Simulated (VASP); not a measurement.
Input:

```xyz
2
Lattice="1.1537 -1.9982 0.0000 1.1537 1.9982 0.0000 0.0000 0.0000 3.7200" Properties=species:S:1:pos:R:3 pbc="T T T"
Co     1.1537     0.6661     0.9300
Co     1.1537    -0.6661     2.7900
```
Starting moments (μB, in the order of the record's atoms Co Co): 1.5 1.5.

Method: LDA (Ceperley-Alder, Perdew-Zunger), VASP's LDA PAW potentials (set 64) (plane waves; VASP). Settings: 500 eV cut-off, 18×18×10 Γ-centred mesh, first-order Methfessel-Paxton smearing of 0.10 eV, potentials Co.

The ions, cell shape and volume at an external pressure of 45.0 GPa are relaxed. Predict the relaxed structure.

```xyz
2
Lattice="1.1573 -2.0045 0.0000 1.1573 2.0045 0.0000 0.0000 0.0000 3.7337" Properties=species:S:1:pos:R:3 pbc="T T T"
Co     1.1573     0.6682     0.9334
Co     1.1573    -0.6682     2.8002
```
Space group P6_3/mmc (194), at a tolerance of 0.03 Å. The cell ends with 1.71 μB, on the sites 0.84 0.84 μB.

How do energy and volume change from the first to the last step?

The energy (σ→0) changes by -25.2 meV/atom and the volume by +1.0 %, in 5 ionic steps.

The compound is Co in the hcp structure. This run relaxes it under an external pressure of 45 GPa. Symmetry was kept, so distortions that lower it aren't found.
